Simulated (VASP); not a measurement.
Given:

```
CELL_PARAMETERS angstrom
      0.00000     2.02500     2.02500
      2.02500     0.00000     2.02500
      2.02500     2.02500     0.00000
ATOMIC_POSITIONS crystal
  Al 0.00000 0.00000 0.00000
```

Method: PBE GGA, VASP's PBE PAW potentials (set 64) (plane waves; VASP). Run with 400 eV cut-off, 14×14×14 Γ-centred mesh, first-order Methfessel-Paxton smearing of 0.020 eV, potentials Al.

### Question
Estimate the energy per atom (σ→0), band gap (on the k-mesh) with the smallest direct gap where there is one.

### Answer

| Quantity | Result |
|---|---|
| band gap (on the k-mesh) | none (metal, semimetal or under 0.01 eV) |
| energy per atom (σ→0) | -3.738 eV/atom |

Only differences to runs with the same potentials and settings are physical.

The compound is Al in the fcc structure. The cell was not relaxed at this level. The run is one of a series of settings (SIGMA = 0.02 against the base run), some of them coarse on purpose.
